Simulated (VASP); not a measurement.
Given:

```xyz
1
Lattice="0.0000 2.0797 2.0797 2.0797 0.0000 2.0797 2.0797 2.0797 0.0000" Properties=species:S:1:pos:R:3 pbc="T T T"
Au     0.0000     0.0000     0.0000
```

Computed with optB88-vdW, VASP's PBE PAW potentials (set 64) (plane waves; VASP). Numerical set-up: 520 eV cut-off, 15×15×15 Γ-centred mesh, first-order Methfessel-Paxton smearing of 0.10 eV, potentials Au.

Q: Give the energy at these volumes per atom, relative to the lowest: 16.91, 17.45, 17.99, 18.53, 19.07 Å³.

A: 33.6, 7.8, 0.0, 6.9, 25.3 meV/atom. A third-order Birch-Murnaghan fit gives B0 = 143 GPa and B0′ = 6.2.

Measured: bulk modulus 182 GPa at 0 K (computed value off by -21.2 %), as given by Daniel Mejia-Rodriguez et al., Physical Review B (2018), arXiv:1807.09216 [0 K value with the zero-point phonon effect removed]; a 4.062 Å at 0 K (computed value off by +2.4 %), as given by Daniel Mejia-Rodriguez et al., Physical Review B (2018), arXiv:1807.09216 [static lattice: zero-point anharmonic expansion removed].

The compound is Au in the fcc structure. It was relaxed first, which changed the volume by +6 %.
